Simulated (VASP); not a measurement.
Here is the system:

```
CELL_PARAMETERS angstrom
      6.23068     0.00000     0.00000
      0.00000     6.23068     0.00000
      0.00000     0.00000     6.23068
ATOMIC_POSITIONS crystal
  Cs 0.00000 0.00000 0.00000
  Sn 0.50000 0.50000 0.50000
  I  0.50000 0.00000 0.50000
  I  0.00000 0.50000 0.50000
  I  0.50000 0.50000 0.00000
```

Calculation: SCAN meta-GGA, VASP's PBE PAW potentials (set 64) (plane waves; VASP). Settings: 520 eV cut-off, 4×4×4 Γ-centred mesh, tetrahedra with Blöchl corrections, potentials Cs_sv Sn_d I.

The cores are frozen, which limits the accuracy of field gradients.

Task: Give the principal components of the electric field gradient (V/Å²) and the asymmetry η at each nucleus.

Result: 
```tsv
atom	Vxx	Vyy	Vzz	η
Cs1	0.0	0.0	0.0	-
Sn2	0.0	0.0	0.0	-
I3	-187.9	-187.9	375.8	0.00
I4	-187.9	-187.9	375.8	0.00
I5	-187.9	-187.9	375.8	0.00
```

The compound is CsSnI3 in the cubic perovskite structure, the ideal cubic form; the compound distorts at low or room temperature. It was relaxed first.
